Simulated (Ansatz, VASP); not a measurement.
## Two plane-wave programs on Si5F

INCAR

```
PREC = Accurate ; ENCUT = 520
EDIFF = 1E-6 ; ISMEAR = 0
SIGMA = 0.1 ; LREAL = False
LASPH = True ; NELM = 80
ALGO = Normal ; ISIF = 2
LWAVE = False ; LCHARG = True
GGA = PE ; LELF = True
LVHAR = True ; NBANDS = 22
```

Contents of KPOINTS:

```
Automatic mesh
0
Gamma
  6 6 4
```

Contents of POSCAR:

```
Si5F
1.0
    4.9831426900      0.0000000000      0.0000000000
   -2.4915713400      4.3155281600      0.0000000000
    0.0000000000      0.0000000000      4.0356949100
Si F
5 1
Direct
    0.3333333300      0.6666666700      0.2703516400
    0.6666666700      0.3333333300      0.2703516400
    0.6666666700      0.3333333300      0.7296483600
    0.3333333300      0.6666666700      0.7296483600
    0.0000000000      0.0000000000      0.0000000000
    0.0000000000      0.0000000000      0.5000000000
```

Input for Ansatz:

```yaml
crystal:
  lattice:
    - [4.98314269, 0.0, 0.0]
    - [-2.49157134, 4.31552816, 0.0]
    - [0.0, 0.0, 4.03569491]
  atoms:
    - { symbol: Si, position: [0.33333333, 0.66666667, 0.27035164] }
    - { symbol: Si, position: [0.66666667, 0.33333333, 0.27035164] }
    - { symbol: Si, position: [0.66666667, 0.33333333, 0.72964836] }
    - { symbol: Si, position: [0.33333333, 0.66666667, 0.72964836] }
    - { symbol: Si, position: [0.0, 0.0, 0.0] }
    - { symbol: F, position: [0.0, 0.0, 0.5] }
basis:
  ecutwfc: 420
kpoints:
  mp_grid: { grid: [6, 6, 4] }
hamiltonian:
  xc: pbe
scf:
  occupations: { method: gaussian, width: 0.1 }
  lower_state_search: "off"
output:
  forces: true
  stress: true
  eigenvalues: true
```

Alike in both runs: task single point; functional PBE; k mesh 6 × 6 × 4; occupations gaussian, width 0.1 eV; no spin polarisation.

|  | VASP | Ansatz |
| --- | --- | --- |
| version | VASP 6.6.1 | Ansatz 0.2.0 |
| potentials or method | VASP PAW PBE potentials, release 64 (Si, F) | scalar-relativistic, plane waves, PAW |
| plane-wave cutoff (eV) | 520 | 420 |
| valence electrons in the cell | 27 | 27 |

Ansatz gave:

* gap on the k mesh at the Fermi level (eV): none
* rms of the force components (eV/Å): 4.444

Question: Which values does VASP return?

Answer: gap on the k mesh at the Fermi level (eV): none; rms of the force components (eV/Å): 4.401.

Atom by atom the forces differ by 0.043 eV/Å (rms over components). A gap of «none» marks a metal or a gap that the smearing closes.

Caveats: the k mesh is coarse (spacing up to 0.39 Å⁻¹), so the values aren't converged; an odd number of electrons without spin polarisation forces a metal; a magnetic or distorted state may lie lower.
